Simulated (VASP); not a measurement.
A convergence study with VASP on AlN (zinc blende): one setting is varied, all else stays as given below, so the limit is that of these other settings.

```xyz
2
Lattice="0.0000 2.1900 2.1900 2.1900 0.0000 2.1900 2.1900 2.1900 0.0000" Properties=species:S:1:pos:R:3 pbc="T T T"
Al     0.0000     0.0000     0.0000
N      1.0950     1.0950     1.0950
```

These are PBE GGA, VASP's PBE PAW potentials (set 64) (plane waves; VASP) values and carry that method's errors. The tightest run used: 700 eV cut-off, 9×9×9 Γ-centred mesh, Gaussian smearing of 0.010 eV, potentials Al N.

| setting | mean ε∞ | highest Γ mode (cm⁻¹) | plane waves |
|---|---|---|---|
| ENCUT = 300 | 4.62 | 643.7 | 265 |
| ENCUT = 400 | 4.60 | 651.9 | 389 |
| ENCUT = 500 | 4.60 | 650.4 | 543 |

Q: These are the cheaper rows. Estimate the results at ENCUT = 700, and how far the last row shown lies from them.

A: 
| quantity | tightest run | last row shown is off by |
|---|---|---|
| mean ε∞ | 4.60 | 0.00 |
| highest Γ mode (cm⁻¹) | 650.8 | -0.4 |

Left out are rungs that failed or repeat a setting and relaxations that didn't move; long series are thinned to 24 rows.

The compound is AlN in the zinc blende structure, a metastable form; wurtzite is the usual one. The cell was not relaxed at this level.
